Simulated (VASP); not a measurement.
A run of VASP 6.6.1 is set up as follows.

The input INCAR:

```
SYSTEM = WC
  PREC = Accurate
  ENCUT = 520
  EDIFF = 1E-7
  ISMEAR = 0
  SIGMA = 0.1
  LREAL = .False.
  LASPH = .True.
  NELM = 80
  ALGO = Fast
  ISIF = 3
  LWAVE = .False.
  LCHARG = .False.
  GGA = PE
  IBRION = 2
  NSW = 80
  EDIFFG = -0.002
```

KPOINTS

```
regular mesh
0
Gamma
  18 18 14
  0 0 0
```

The input POSCAR:

```
WC                                      
1.0
    2.9241670729      0.0000000000      0.0000000000
   -1.4620835365      2.5324029740     -0.0000000000
   -0.0000000000      0.0000000000      2.8499583930
  W               C             
     1     1
Direct
     0.0000000000000000    0.0000000000000000    0.0000000000000000
     0.6666666699999979    0.3333333300000021    0.5000000000000000
```

Potentials or basis: VASP PAW PBE potentials, release 64 (W_sv, C).

The run is started by

```console
$ cat potpaw_PBE.64/W_sv/POTCAR potpaw_PBE.64/C/POTCAR > POTCAR
$ mpirun -np 1 vasp_std > vasp.out
```

Question: What does it give for the band gap on the k mesh?

Answer: None (metal or under the smearing width).

Final structure:
```yaml
crystal:
  lattice:
    - [2.92417, 0.00000, 0.00000]
    - [-1.46208, 2.53240, 0.00000]
    - [0.00000, 0.00000, 2.84996]
  atoms:
    - { symbol: W, position: [0.00000, 0.00000, 0.00000] }
    - { symbol: C, position: [0.66667, 0.33333, 0.50000] }
```

Caveat: the relaxation stopped at its first step, so nothing moved. The run has no spin-orbit coupling, so splittings on W are missing.
